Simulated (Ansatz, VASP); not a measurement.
# Ga2O3: VASP beside Ansatz, part 2 of 2

One calculation is typed for both programs; each brings its own data sets. How far apart do they land? The cell is taken from a series of runs on this material, whose earlier steps may have relaxed, scaled, displaced or heated it; both programs get it as it stands.

VASP 6.6.1 and Ansatz 0.2.0.

So far: Set-up; Ansatz: G0W0 gap, PBE.

### Step 3. VASP: G0W0 gap, PBE

Level of this step: G0W0 on PBE; plane waves and PAW (Ga_d_GW, O_GW) (VASP).

The same cell, functional and mesh now go to VASP, with its own data sets.

Lines of VASP's logs that name or quote its potential files are left out, and so is its time.

The run reads the wave functions of an earlier VASP run, which isn't shown here.

INCAR reads:

```
SYSTEM = Ga2O3
PREC = Accurate
ENCUT = 440
ISMEAR = 0
SIGMA = 0.01
LREAL = .FALSE.
GGA = PE
NBANDS = 440
ALGO = EVGW0
NELMGW = 1
ENCUTGW = 140
NOMEGA = 64
PRECFOCK = Fast
NBANDSGW = 56
LWAVE = .FALSE.
LCHARG = .FALSE.
```

POSCAR reads:

```
Ga2O3
1.0
    6.1070000000     -1.5185500000      0.0000000000
    6.1070000000      1.5185500000      0.0000000000
   -1.3859888959      0.0000000000      5.7426089128
Ga O
4 6
Direct
    0.0933687441      0.0933687441      0.7995390760
    0.9066312559      0.9066312559      0.2004609240
    0.6584374779      0.6584374779      0.3154718645
    0.3415625221      0.3415625221      0.6845281355
    0.1679092175      0.1679092175      0.1110053659
    0.8320907825      0.8320907825      0.8889946341
    0.1723365533      0.1723365533      0.5614330838
    0.8276634467      0.8276634467      0.4385669162
    0.4949950521      0.4949950521      0.2528024364
    0.5050049479      0.5050049479      0.7471975636
```

KPOINTS reads:

```
Automatic mesh
0
Gamma
4 4 2
0 0 0
```

PAW data sets: Ga_d_GW and O_GW (PBE family, release 64).

Command:

```bash
mpirun -np 8 vasp_std
```

Numbers of over 12 decimals in the logs are rounded to 6 here.

What it wrote:

```text
[banner, memory and clock lines left out]
running    8 mpi-ranks, on    1 nodes
 distrk:  each k-point on    8 cores,    1 groups
 distr:  one band on    1 cores,    8 groups

 POSCAR found type information on POSCAR GaO
 POSCAR found :  2 types and      10 ions
|                                                                             |
|           W    W    AA    RRRRR   N    N  II  N    N   GGGG   !!!           |
|           W    W   A  A   R    R  NN   N  II  NN   N  G    G  !!!           |
|           W    W  A    A  R    R  N N  N  II  N N  N  G       !!!           |
|           W WW W  AAAAAA  RRRRR   N  N N  II  N  N N  G  GGG   !            |
|           WW  WW  A    A  R   R   N   NN  II  N   NN  G    G                |
|           W    W  A    A  R    R  N    N  II  N    N   GGGG   !!!           |
|                                                                             |
|     For optimal performance we recommend to set                             |
|       NCORE = 2 up to number-of-cores-per-socket                            |
|     NCORE specifies how many cores store one orbital (NPAR=cpu/NCORE).      |
|     This setting can greatly improve the performance of VASP for DFT.       |
|     The default, NCORE=1 might be grossly inefficient on modern             |
|     multi-core architectures or massively parallel machines. Do your        |
|     Unfortunately you need to use the default for GW and RPA                |
|     calculations (for HF NCORE is supported but not extensively tested      |
|     yet).                                                                   |
|                                                                             |

|                                                                             |
|           W    W    AA    RRRRR   N    N  II  N    N   GGGG   !!!           |
|           W    W   A  A   R    R  NN   N  II  NN   N  G    G  !!!           |
|           W    W  A    A  R    R  N N  N  II  N N  N  G       !!!           |
|           W WW W  AAAAAA  RRRRR   N  N N  II  N  N N  G  GGG   !            |
|           WW  WW  A    A  R   R   N   NN  II  N   NN  G    G                |
|           W    W  A    A  R    R  N    N  II  N    N   GGGG   !!!           |
|                                                                             |
|     The default for ENCUTGWSOFT is different in this version of VASP.       |
|     please manually set ENCUTGWSOFT =140 in the INCAR file.                 |
|                                                                             |

 LDA part: xc-table for (Slater+PW92), standard interpolation
 found WAVECAR, reading the header
 POSCAR, INCAR and KPOINTS ok, starting setup
 FFT: planning ... GRIDC
 FFT: planning ... GRID_SOFT
 FFT: planning ... GRID
 reading WAVECAR
 the WAVECAR file was read successfully
 initial charge from wavefunction
 available memory per node:     86.13 GB, setting MAXMEM to     88201

 The Fermi energy was updated, please check that it is located mid-gap
 values below the HOMO (VB) or above the LUMO (CB) will cause erroneous energies
 E-fermi :   4.6472

 calculate exact exchange contribution
 the WAVEDER file was read successfully
energies w=
    0.000    0.000    0.580    0.000    1.158    0.000    1.734    0.000
    2.306    0.000    2.873    0.000    3.435    0.000    3.990    0.000
    4.538    0.000    5.078    0.000    5.611    0.000    6.137    0.000
    6.656    0.000    7.167    0.000    7.672    0.000    8.172    0.000
    8.666    0.000    9.155    0.000    9.641    0.000   10.125    0.000
   10.606    0.000   11.087    0.000   11.568    0.000   12.050    0.000
   12.535    0.000   13.024    0.000   13.517    0.000   14.018    0.000
   14.527    0.000   15.045    0.000   15.576    0.000   16.119    0.000
   16.679    0.000   17.256    0.000   17.855    0.000   18.477    0.000
   19.126    0.000   19.806    0.000   20.522    0.000   21.277    0.000
   22.079    0.000   22.933    0.000   23.848    0.000   24.832    0.000
   25.897    0.000   27.057    0.000   28.327    0.000   29.726    0.000
   31.279    0.000   33.016    0.000   34.976    0.000   37.206    0.000
   39.772    0.000   42.758    0.000   46.278    0.000   50.492    0.000
   55.630    0.000   62.032    0.000   70.223    0.000   81.066    0.000
   96.081    0.000  118.207    0.000  153.990    0.000  221.534    0.000
 responsefunction array rank=     416
 LDA part: xc-table for (Slater+PW92), standard interpolation

 min. memory requirement per mpi rank    440.7 MB, per node   3525.5 MB

 allocating   8 responsefunctions rank=   416
 shmem allocating  64 responsefunctions rank=   416
 response function shared by NCSHMEM nodes    1
 Doing            8  frequencies on each core in blocks of           64
NQ=   1    0.0000    0.0000    0.0000,
|.........|.........|.........|.........|.........|.........|.........|.........
 performed       1805000 updates of chi_q(r,r)
 total number of BLAS operations       2392.05 Gflops
NQ=   2    0.2500   -0.0000    0.0000,
|.........|.........|.........|.........|.........|.........|.........|.........
 performed       4497000 updates of chi_q(r,r)
 total number of BLAS operations       5803.56 Gflops
NQ=   3    0.5000   -0.0000    0.0000,
|.........|.........|.........|.........|.........|.........|.........|.........
 performed       6597000 updates of chi_q(r,r)
 total number of BLAS operations       8519.45 Gflops
NQ=   4    0.2500    0.2500    0.0000,
|.........|.........|.........|.........|.........|.........|.........|.........
 performed       8894000 updates of chi_q(r,r)
 total number of BLAS operations      11315.49 Gflops
NQ=   5    0.5000    0.2500    0.0000,
|.........|.........|.........|.........|.........|.........|.........|.........
 performed      11586000 updates of chi_q(r,r)
 total number of BLAS operations      14813.25 Gflops
NQ=   6   -0.2500    0.2500    0.0000,
|.........|.........|.........|.........|.........|.........|.........|.........
 performed      13785000 updates of chi_q(r,r)
 total number of BLAS operations      17614.29 Gflops
NQ=   7    0.5000    0.5000    0.0000,
|.........|.........|.........|.........|.........|.........|.........|.........
 performed      15590000 updates of chi_q(r,r)
 total number of BLAS operations      19901.72 Gflops
NQ=   8    0.0000    0.0000    0.5000,
|.........|.........|.........|.........|.........|.........|.........|.........
 performed      17395000 updates of chi_q(r,r)
 total number of BLAS operations      22098.11 Gflops
NQ=   9    0.2500   -0.0000    0.5000,
|.........|.........|.........|.........|.........|.........|.........|.........
 performed      20087000 updates of chi_q(r,r)
 total number of BLAS operations      25561.24 Gflops
NQ=  10    0.5000   -0.0000    0.5000,
|.........|.........|.........|.........|.........|.........|.........|.........
 performed      22187000 updates of chi_q(r,r)
 total number of BLAS operations      28441.70 Gflops
NQ=  11    0.2500    0.2500    0.5000,
|.........|.........|.........|.........|.........|.........|.........|.........
 performed      24484000 updates of chi_q(r,r)
 total number of BLAS operations      31266.49 Gflops
NQ=  12    0.5000    0.2500    0.5000,
|.........|.........|.........|.........|.........|.........|.........|.........
 performed      27176000 updates of chi_q(r,r)
 total number of BLAS operations      34816.52 Gflops
NQ=  13   -0.2500    0.2500    0.5000,
|.........|.........|.........|.........|.........|.........|.........|.........
 performed      29375000 updates of chi_q(r,r)
 total number of BLAS operations      37803.06 Gflops
NQ=  14    0.5000    0.5000    0.5000,
|.........|.........|.........|.........|.........|.........|.........|.........
 performed      31180000 updates of chi_q(r,r)
 total number of BLAS operations      40044.74 Gflops
 resolving degeneracies of screened two electron integrals

 calculate QP shifts <psi_nk| G(iteration)W_0 |psi_nk>: iteration 1
 entering main loop
```

OUTCAR, selected parts (step 3):

```text
ion  position               nearest neighbor table
   1  0.093  0.093  0.800-  10 1.85  10 1.85   5 1.85   7 1.88
   2  0.907  0.907  0.200-   9 1.85   9 1.85   6 1.85   8 1.88
   3  0.658  0.658  0.315-   9 1.94   5 1.96   5 1.96   8 2.02   7 2.08   7 2.08
   4  0.342  0.342  0.685-  10 1.94   6 1.96   6 1.96   7 2.02   8 2.08   8 2.08
   5  0.168  0.168  0.111-   1 1.85   3 1.96   3 1.96
   6  0.832  0.832  0.889-   2 1.85   4 1.96   4 1.96
   7  0.172  0.172  0.561-   1 1.88   4 2.02   3 2.08   3 2.08
   8  0.828  0.828  0.439-   2 1.88   3 2.02   4 2.08   4 2.08
   9  0.495  0.495  0.253-   2 1.85   2 1.85   3 1.94
  10  0.505  0.505  0.747-   1 1.85   1 1.85   4 1.94

  LATTYP: Found a base centered monoclinic cell.
 ALAT       =    12.2140000000
 B/A-ratio  =     0.2486572785
 C/A-ratio  =     0.4836660496
 COS(beta)  =    -0.2346152466

 Subroutine GETGRP returns: Found  4 space group operations
 (whereof  4 operations were pure point group operations)

The static configuration has the point symmetry C_2h.

 Found     14 irreducible k-points:

   k-points           NKPTS =     14   k-points in BZ     NKDIM =     32   number of bands    NBANDS=    440

   dimension x,y,z NGX =    48 NGY =   48 NGZ =   40
   dimension x,y,z NGXF=    96 NGYF=   96 NGZF=   80

   ENCUT  =  440.0 eV  32.34 Ry    5.69 a.u.  10.76 10.76 10.10*2*pi/ulx,y,z

   NELECT =      88.0000    total number of electrons

  energy-cutoff  :      440.00
  volume of cell :      106.51
      direct lattice vectors                 reciprocal lattice vectors
     6.107000000 -1.518550000  0.000000000     0.081873260 -0.329261467  0.019760257
     6.107000000  1.518550000  0.000000000     0.081873260  0.329261467  0.019760257
    -1.385988896  0.000000000  5.742608913     0.000000000  0.000000000  0.174136880

 k-points in reciprocal lattice and weights: Automatic mesh
   0.00000000  0.00000000  0.00000000       0.031
   0.25000000 -0.00000000  0.00000000       0.125
   0.50000000 -0.00000000  0.00000000       0.062
   0.25000000  0.25000000  0.00000000       0.062
   0.50000000  0.25000000  0.00000000       0.125
  -0.25000000  0.25000000  0.00000000       0.062
   0.50000000  0.50000000  0.00000000       0.031
   0.00000000  0.00000000  0.50000000       0.031
   0.25000000 -0.00000000  0.50000000       0.125
[...]
-0.25000000  0.25000000  0.50000000       0.062
   0.50000000  0.50000000  0.50000000       0.031

 E-fermi :   4.6472

 QP shifts <psi_nk| G(iteration)W_0 |psi_nk>: iteration 1
 for sc-GW calculations column KS-energies equals QP-energies in previous step
 and V_xc(KS)=  KS-energies - (<T + V_ion + V_H > + <T+V_H+V_ion>^1  + <V_x>^1)
 k-point   1 :       0.0000    0.0000    0.0000
  band No.  KS-energies  QP-energies   sigma(KS)   V_xc(KS)     V^pw_x(r,r')   Z            occupation Imag(sigma)
    ...
     41       2.9348       2.1269     -21.1082     -20.0379     -25.6148       0.7548       2.0000       0.0818
     42       3.1018       2.2191     -20.8848     -19.7100     -25.5176       0.7514       2.0000       0.0850
     43       3.2741       2.4431     -20.9336     -19.8288     -25.3854       0.7522       2.0000       0.0809
     44       3.4962       2.6104     -21.3209     -20.1504     -25.9992       0.7568       2.0000       0.0816
     45       5.7512       6.6373     -12.7410     -13.8236      -9.4097       0.8185       0.0000      -0.0512
     46       9.0139      10.2388     -13.0169     -14.5512      -9.0474       0.7984       0.0000      -0.0700
     47      10.1746      11.5128     -13.3456     -15.0258      -9.1718       0.7965       0.0000      -0.0745
     48      10.3502      11.3190     -11.5133     -12.7112      -7.4193       0.8087       0.0000      -0.0728
    ...

 k-point   2 :       0.2500   -0.0000    0.0000
  band No.  KS-energies  QP-energies   sigma(KS)   V_xc(KS)     V^pw_x(r,r')   Z            occupation Imag(sigma)
    ...
     41       2.5181       1.5762     -20.6681     -19.4198     -25.1691       0.7546       2.0000       0.0838
     42       2.8218       1.8561     -20.2963     -18.9999     -25.0307       0.7448       2.0000       0.0915
     43       3.0593       2.1354     -20.5977     -19.3605     -25.3022       0.7468       2.0000       0.0887
     44       3.4684       2.5374     -21.3156     -20.0837     -26.1041       0.7557       2.0000       0.0833
     45       8.0765       9.2084     -14.0961     -15.5112     -10.6401       0.7999       0.0000      -0.0583
     46       9.5936      10.8039     -12.7800     -14.2992      -8.6660       0.7967       0.0000      -0.0747
     47      10.2779      11.6717     -13.4535     -15.2077      -9.2393       0.7946       0.0000      -0.0750
     48      11.3931      12.7803     -13.2501     -15.0125      -8.8071       0.7871       0.0000      -0.0857
    ...

 k-point   3 :       0.5000   -0.0000    0.0000
  band No.  KS-energies  QP-energies   sigma(KS)   V_xc(KS)     V^pw_x(r,r')   Z            occupation Imag(sigma)
    ...
     41       2.7431       1.8795     -20.9263     -19.7829     -25.3440       0.7553       2.0000       0.0815
     42       2.8083       1.8697     -20.4098     -19.1520     -25.0776       0.7462       2.0000       0.0901
     43       3.1066       2.2269     -20.9113     -19.7424     -25.4690       0.7526       2.0000       0.0838
     44       3.3954       2.3860     -21.2056     -19.8629     -26.1922       0.7519       2.0000       0.0866
     45       9.0434      10.0112     -11.3020     -12.4867      -7.2566       0.8169       0.0000      -0.0670
     46       9.7605      10.9436     -11.9744     -13.4389      -7.6894       0.8078       0.0000      -0.0736
     47      10.4831      11.8553     -13.1210     -14.8536      -8.7683       0.7920       0.0000      -0.0821
     48      10.8572      12.2634     -13.4766     -15.2536      -9.2176       0.7913       0.0000      -0.0794
    ...

 k-point   4 :       0.2500    0.2500    0.0000
  band No.  KS-energies  QP-energies   sigma(KS)   V_xc(KS)     V^pw_x(r,r')   Z            occupation Imag(sigma)
    ...
     41       2.9114       2.0712     -21.1331     -20.0181     -25.5975       0.7536       2.0000       0.0809
     42       2.9377       2.1111     -21.1476     -20.0543     -25.6149       0.7560       2.0000       0.0810
     43       3.0254       2.1084     -20.4014     -19.1748     -25.0496       0.7476       2.0000       0.0881
     44       3.4256       2.5061     -21.2598     -20.0411     -25.9957       0.7545       2.0000       0.0826
     45       6.6349       7.5816     -14.0908     -15.2676     -11.0800       0.8045       0.0000      -0.0496
     46       8.8517      10.0416     -13.2369     -14.7266      -9.3914       0.7987       0.0000      -0.0687
     47       9.8656      10.8842     -11.4808     -12.7364      -7.3478       0.8112       0.0000      -0.0718
     48      10.1254      11.3690     -13.1075     -14.6633      -9.0206       0.7993       0.0000      -0.0747
    ...

[... 4 further parts left out ...]
```

### Step 4. Side by side

Known differences besides the potentials themselves: fixed occupations in Ansatz, narrow Gaussian smearing in VASP; the cutoff is 420 eV in Ansatz and 440 eV in VASP; VASP leaves aspherical gradient terms in its spheres out (LASPH is not set), Ansatz keeps them; Ansatz integrates over frequency by contour deformation, VASP on a grid of NOMEGA points; Ansatz's G0W0 levels solve the quasiparticle equation, VASP's are linearised. Total energies have different zeros and are not compared.

The two programs side by side:

| quantity | Ansatz | VASP | difference |
| --- | --- | --- | --- |
| G0W0 gap on the mesh (eV) | 3.92 | 3.96 | -0.04 |
| Kohn-Sham gap under it (eV) | 2.24 | 2.21 | +0.03 |

### Step 5. Results

| Item | Value |
| --- | --- |
| difference in G0W0 gap on the mesh (G0W0 gap, PBE) | -0.042 eV |

What this shows: The difference in G0W0 gap on the mesh is -0.042 eV (G0W0 gap, PBE). Such differences can come from data sets, numerical settings and the points named under the comparisons, not from the functional's error against experiment.

[Lines on the potential files, build, host, timing and source positions are cut from VASP's logs without a mark.]

[Logs are printed without paths, hosts, clocks, repeated set-up lines and the standing remarks that a program may print on its own settings, such as how far it seeks lower states.]

[Hosts, paths, dates, database ids (printed as entryN), source tags and the programs' standing remarks are cut or masked in the printed files.]
